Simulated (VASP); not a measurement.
All values below come from PBE GGA, VASP's PBE PAW potentials (set 64) (plane waves; VASP 6.6.1).

Input for VASP

**INCAR**
```
ISIF = 2   # forces and stress, cell fixed
PREC = Accurate
ALGO = Normal
LCHARG = .False.
ISMEAR = 0   # Gaussian
LREAL = .False.   # projection in real space or not
SYSTEM = PrCl3
KGAMMA = .True.
LMAXMIX = 6   # l cut-off of mixed one-centre charges
LWAVE = .False.
GGA = PE   # PBE
NELM = 100   # most electronic steps
KSPACING = 0.2
EDIFF = 1E-6   # SCF stop (eV)
ENCUT = 400
LASPH = .True.   # aspherical one-centre terms
SIGMA = 0.05
```

### POSCAR
```
PrCl3
1
    5.3426550000     0.0000000000     0.0000000000
    0.0000000000     5.3426550000     0.0000000000
    0.0000000000     0.0000000000     5.3426550000
Pr Cl
1 3
Direct
  0.0000000000   0.0000000000   0.0000000000
  0.5000000000   0.0000000000   0.0000000000
  0.0000000000   0.0000000000   0.5000000000
  0.0000000000   0.5000000000   0.0000000000
```

POTCAR, in this order: Pr_3 Cl (PBE.64 set). Program: vasp_std.

The resulting files:

File OSZICAR:
```
       N       E                     dE             d eps       ncg     rms          rms(c)
DAV:   1     0.238713078522E+03    0.23871E+03   -0.12257E+04   800   0.112E+03
DAV:   2    -0.820647664242E+00   -0.23953E+03   -0.23304E+03  1196   0.260E+02
DAV:   3    -0.187088133630E+02   -0.17888E+02   -0.17792E+02   984   0.763E+01
DAV:   4    -0.195021036224E+02   -0.79329E+00   -0.79255E+00  1380   0.140E+01
DAV:   5    -0.195093184864E+02   -0.72149E-02   -0.72130E-02   980   0.143E+00    0.736E+00
DAV:   6    -0.189677610366E+02    0.54156E+00   -0.12875E+00   912   0.680E+00    0.479E+00
DAV:   7    -0.189312776047E+02    0.36483E-01   -0.42799E-01  1192   0.365E+00    0.202E+00
DAV:   8    -0.189377319787E+02   -0.64544E-02   -0.35129E-02   956   0.138E+00    0.311E-01
DAV:   9    -0.189391617334E+02   -0.14298E-02   -0.54933E-03  1028   0.493E-01    0.121E-01
DAV:  10    -0.189398142598E+02   -0.65253E-03   -0.58939E-04   992   0.190E-01    0.265E-02
DAV:  11    -0.189397943357E+02    0.19924E-04   -0.11422E-04  1008   0.847E-02    0.167E-02
DAV:  12    -0.189397670782E+02    0.27258E-04   -0.25707E-05   928   0.339E-02    0.510E-03
DAV:  13    -0.189397633579E+02    0.37203E-05   -0.50558E-06   912   0.139E-02    0.194E-03
DAV:  14    -0.189397628615E+02    0.49641E-06   -0.51329E-07   588   0.538E-03
   1 F= -.18939763E+02 E0= -.18939763E+02  d E =-.102499E-11
```

File OUTCAR:
```
------------------------ aborting loop because EDIFF is reached ----------------------------------------
  FORCE on cell =-STRESS in cart. coord.  units (eV):
  Direction    XX          YY          ZZ          XY          YZ          ZX
  --------------------------------------------------------------------------------------
  Total        4.0736698      4.0736698      4.0736698      0.0000000     -0.0000000      0.0000000
  in kB       42.7981521     42.7981521     42.7981521      0.0000000     -0.0000000      0.0000000
  external PRESSURE =      42.7981521 kB  Pullay stress =       0.0000000 kB
  volume of cell :      152.50
      direct lattice vectors                 reciprocal lattice vectors
     5.342655000  0.000000000  0.000000000     0.187172857  0.000000000  0.000000000
     0.000000000  5.342655000  0.000000000     0.000000000  0.187172857  0.000000000
     0.000000000  0.000000000  5.342655000     0.000000000  0.000000000  0.187172857
 POSITION                                       TOTAL-FORCE (eV/Angst)
 -----------------------------------------------------------------------------------
      0.00000      0.00000      0.00000         0.000000      0.000000      0.000000
      2.67133      0.00000      0.00000         0.000000      0.000000      0.000000
      0.00000      0.00000      2.67133         0.000000      0.000000      0.000000
      0.00000      2.67133      0.00000         0.000000      0.000000      0.000000
 -----------------------------------------------------------------------------------
    total drift:                               -0.000000     -0.000000     -0.000000
  FREE ENERGIE OF THE ION-ELECTRON SYSTEM (eV)
  ---------------------------------------------------
  free  energy   TOTEN  =       -18.9397628615 eV

  energy  without entropy=      -18.9397628615  energy(sigma->0) =      -18.93976286
```
(Selected blocks of OUTCAR.)

The 4f electrons are frozen in the core of the lanthanide potential, so 4f levels, which can set the real gap, and their magnetism are missing.

The structure was generated: PrCl3 was put into the ReO3 type (Pm-3m), which need not be its known phase. The cell was not relaxed at this level. The run is one of a series of settings (KGAMMA = .TRUE., KSPACING = 0.2, KPOINTS file removed against the base run), some of them coarse on purpose.
